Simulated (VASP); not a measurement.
Wanted: the native input for a VASP 6.6.1 run.

* Task: single point
* Functional: PBE
* Dispersion: D3(BJ)
* Potentials or basis: VASP PAW PBE potentials, release 64 (Ge_d, H, P)
* Cutoff: 400 eV
* k mesh: 1 × 1 × 1
* Occupations: gaussian, width 0.05 eV
* Spin: no spin polarisation
* Further INCAR settings: LREAL = Auto; ALGO = Fast; EDIFF = 1e-06; NBANDS = 388; ISYM = 0

The structure of Ge48PH19 lies in POSCAR:

```
Ge48PH19
1.0
    8.0016203359      8.0016203359      0.0000000000
   -8.0016203359      8.0016203359      0.0000000000
    0.0000000000      0.0000000000     23.7419000000
Ge H P
48 19 1
Direct
    0.7005149941      0.2994850059      0.4246458792
    0.7994850059      0.7005149941      0.4246458792
    0.0494850059      0.9505149941      0.4524448338
    0.2994850059      0.2005149941      0.4246458792
    0.9505149941      0.5494850059      0.4524448338
    0.2005149941      0.7994850059      0.4246458792
    0.4505149941      0.0494850059      0.4524448338
    0.5494850059      0.4505149941      0.4524448338
    0.8750000000      0.3750000000      0.3831791053
    0.8750000000      0.8750000000      0.3831791053
    0.1250000000      0.1250000000      0.3831791053
    0.3750000000      0.3750000000      0.3831791053
    0.1250000000      0.6250000000      0.3831791053
    0.3750000000      0.8750000000      0.3831791053
    0.6250000000      0.1250000000      0.3831791053
    0.6250000000      0.6250000000      0.3831791053
    0.0000000000      0.2500000000      0.3236008913
    0.0000000000      0.7500000000      0.3236008913
    0.2500000000      0.0000000000      0.3236008913
    0.5000000000      0.2500000000      0.3236008913
    0.2500000000      0.5000000000      0.3236008913
    0.5000000000      0.7500000000      0.3236008913
    0.7500000000      0.0000000000      0.3236008913
    0.7500000000      0.5000000000      0.3236008913
    0.8750000000      0.1250000000      0.2640226772
    0.8750000000      0.6250000000      0.2640226772
    0.1250000000      0.8750000000      0.2640226772
    0.3750000000      0.1250000000      0.2640226772
    0.1250000000      0.3750000000      0.2640226772
    0.3750000000      0.6250000000      0.2640226772
    0.6250000000      0.8750000000      0.2640226772
    0.6250000000      0.3750000000      0.2640226772
    0.7500000000      0.2500000000      0.2044444632
    0.7500000000      0.7500000000      0.2044444632
    0.0000000000      0.0000000000      0.2044444632
    0.2500000000      0.2500000000      0.2044444632
    0.0000000000      0.5000000000      0.2044444632
    0.2500000000      0.7500000000      0.2044444632
    0.5000000000      0.0000000000      0.2044444632
    0.5000000000      0.5000000000      0.2044444632
    0.8750000000      0.3750000000      0.1448662491
    0.8750000000      0.8750000000      0.1448662491
    0.1250000000      0.1250000000      0.1448662491
    0.3750000000      0.3750000000      0.1448662491
    0.1250000000      0.6250000000      0.1448662491
    0.3750000000      0.8750000000      0.1448662491
    0.6250000000      0.1250000000      0.1448662491
    0.6250000000      0.6250000000      0.1448662491
    0.9510221023      0.2989778977      0.1052990704
    0.7989778977      0.4510221023      0.1052990704
    0.9510221023      0.7989778977      0.1052990704
    0.7989778977      0.9510221023      0.1052990704
    0.2010221023      0.0489778977      0.1052990704
    0.0489778977      0.2010221023      0.1052990704
    0.4510221023      0.2989778977      0.1052990704
    0.2989778977      0.4510221023      0.1052990704
    0.2010221023      0.5489778977      0.1052990704
    0.0489778977      0.7010221023      0.1052990704
    0.4510221023      0.7989778977      0.1052990704
    0.2989778977      0.9510221023      0.1052990704
    0.7010221023      0.0489778977      0.1052990704
    0.5489778977      0.2010221023      0.1052990704
    0.7010221023      0.5489778977      0.1052990704
    0.5489778977      0.7010221023      0.1052990704
    0.2288385459      0.6360228140      0.5493776048
    0.3713794822      0.7400028582      0.5445386610
    0.2178889521      0.8058673537      0.5720651093
    0.2559499126      0.7440500874      0.5250001103
```

The cell was built by a generator and needn't be a form met in nature.

One way to write it, as run:

INCAR

```
SYSTEM = Ge48PH19
PREC = Accurate ; ENCUT = 400
EDIFF = 1E-6 ; ISMEAR = 0
SIGMA = 0.05 ; LREAL = Auto
LASPH = .True. ; NELM = 100
ALGO = Fast ; ISIF = 2
LWAVE = .False. ; LCHARG = .False.
GGA = PE ; IVDW = 12
NBANDS = 388 ; ISYM = 0
NCORE = 4
```

KPOINTS

```
Automatic mesh
0
Gamma
  1 1 1
  0 0 0
```

Potentials or basis: VASP PAW PBE potentials, release 64 (Ge_d, H, P).

The run is started by

```bash
$ cat potpaw_PBE.64/Ge_d/POTCAR potpaw_PBE.64/H/POTCAR potpaw_PBE.64/P/POTCAR > POTCAR
$ mpirun -np 8 vasp_gam > vasp.out
```

It gave:

The largest force is 1.383 eV/Å, the band gap on the k mesh is 0.08 eV, direct and the dispersion energy per atom is -0.175 eV.

Run time: 4.3 min on 8 MPI ranks on Intel(R) Xeon(R) 6975P-C (Granite Rapids), on a shared host, peak memory 0.42 GiB a rank.
